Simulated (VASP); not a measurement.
Here is the system:

```
ZrS2
1.0
    1.83837    -3.18415     0.00000
    1.83837     3.18415     0.00000
    0.00000     0.00000     5.87161
Zr S
1 2
Direct
  0.00000   0.00000   0.00000
  0.33333   0.66667   0.24555
  0.66667   0.33333   0.75445
```

The numbers are results of r2SCAN+rVV10, VASP's PBE PAW potentials (set 64) (plane waves; VASP), not measurements. Numerical set-up: 520 eV cut-off, 8×8×4 Γ-centred mesh, tetrahedra with Blöchl corrections, potentials Zr_sv S.

The path is coarsely sampled, so an indirect gap can come out somewhat too large.

**Question.** Give the energies of bands 7 to 15 at the high-symmetry points, in eV from the valence-band maximum.

**Answer.** 
```json
[
 {"band": "7", "Γ": "-4.56", "M": "-4.51", "K": "-3.58", "A": "-3.39", "L": "-4.64", "H": "-3.66"},
 {"band": "8", "Γ": "-3.00", "M": "-2.71", "K": "-3.51", "A": "-2.95", "L": "-3.39", "H": "-3.66"},
 {"band": "9", "Γ": "-3.00", "M": "-2.65", "K": "-3.51", "A": "-2.95", "L": "-2.81", "H": "-3.19"},
 {"band": "10", "Γ": "-0.19", "M": "-2.56", "K": "-2.18", "A": "-1.87", "L": "-2.38", "H": "-2.13"},
 {"band": "11", "Γ": "-0.19", "M": "-1.95", "K": "-2.18", "A": "-0.34", "L": "-1.09", "H": "-1.91"},
 {"band": "12", "Γ": "-0.01", "M": "-1.38", "K": "-1.54", "A": "-0.34", "L": "-0.84", "H": "-1.91"},
 {"band": "13", "Γ": "1.81", "M": "1.36", "K": "2.45", "A": "1.77", "L": "1.19", "H": "2.58"},
 {"band": "14", "Γ": "1.81", "M": "3.56", "K": "3.47", "A": "1.77", "L": "3.54", "H": "3.18"},
 {"band": "15", "Γ": "2.67", "M": "3.86", "K": "3.47", "A": "3.05", "L": "3.86", "H": "3.18"}
]
```

The gap is indirect, 1.18 eV, from the valence maximum at Γ-M at 0.20 to the conduction minimum at L.

The compound is ZrS2 in the 1T layered structure. It was relaxed first.
